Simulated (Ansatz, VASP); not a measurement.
**HfIn4SiO6 in VASP and in Ansatz**

```
Hf In Si O
1.0
     5.69867    0.00381    0.01559
    -0.70506    6.10815   -0.00575
    -2.73718   -1.39557    6.63076
Hf In Si O
1 4 1 6
Direct
  0.11793 0.01556 0.13292
  0.38842 0.99901 0.72891
  0.75865 0.00842 0.49586
  0.23461 0.48841 0.53300
  0.59649 0.48211 0.20528
  0.86778 0.44029 0.85544
  0.55316 0.38738 0.79290
  0.93454 0.38483 0.65596
  0.98414 0.26218 0.00347
  0.99083 0.69806 0.98452
  0.08665 0.06493 0.39374
  0.48680 0.10883 0.21799
```

The cell was built by a generator and needn't be a form met in nature.

Alike in both runs: task single point; functional PBE; k mesh 5 × 5 × 4; occupations fermi-dirac, width 0.05 eV; no spin polarisation.

|  | VASP | Ansatz |
| --- | --- | --- |
| version | VASP 6.6.1 | Ansatz 0.2.0 |
| potentials or method | VASP PAW PBE potentials, release 64 (Hf_pv, In_d, Si, O) | Ansatz PAW |
| plane-wave cutoff (eV) | 520 | 420 |
| valence electrons in the cell | 102 | 118 |

|  | VASP | Ansatz | Ansatz less VASP |
| --- | --- | --- | --- |
| gap on the k mesh at the Fermi level (eV) | 0.88 | 0.89 | +0.012 |
| least direct gap on the mesh (eV) | 1.16 | 1.17 | +0.009 |
| pressure (GPa) | -0.2 | 0.0 | +0.23 |
| largest component of the traceless stress (GPa) | 0.06 | 0.02 | -0.039 |
| rms of the force components (eV/Å) | 0.051 | 0.002 | -0.0486 |

Atom by atom the forces differ by 0.051 eV/Å (rms over components). The two sets of potentials don't hold the same shells in valence.

Caveats: spin-orbit coupling is left out, which moves the levels of the heavy elements; an odd mesh through Γ misses points on the zone boundary, where band edges often lie (VASP); odd divisions of the mesh miss points on the zone boundary, where band edges often lie, so the gap on the mesh can be too wide (Ansatz); the pressure holds a Pulay correction of +0.3 GPa for the finite cutoff (Ansatz). As with any semilocal functional, this PBE gap is likely too small.
